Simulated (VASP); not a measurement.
A cell of Cu (fcc) near equilibrium:

```
Cu
1.0
    0.00000     1.78834     1.78834
    1.78834     0.00000     1.78834
    1.78834     1.78834     0.00000
Cu
1
Cartesian
  0.00000   0.00000   0.00000
```

Computed with r2SCAN meta-GGA, VASP's PBE PAW potentials (set 64) (plane waves; VASP).

```csv
run,ΔE (meV/atom),σxx,σyy,σzz,"largest shear component, with its sign (GPa)",largest force (eV/Å)
as it is,0.0,0.46,0.46,0.46,0.00,0.000
after one change,4.1,3.86,3.86,4.47,0.00,0.000
```
Stress is in GPa, positive when the cell is compressed.

Name the change that produced these shifts.
(A) uniaxial strain of -2.0 % along z
(B) uniaxial strain of +3.0 % along z
(C) isotropic strain of +4.0 %
(D) uniaxial strain of +2.0 % along x

A, uniaxial strain of -2.0 % along z

The compound is Cu in the fcc structure.
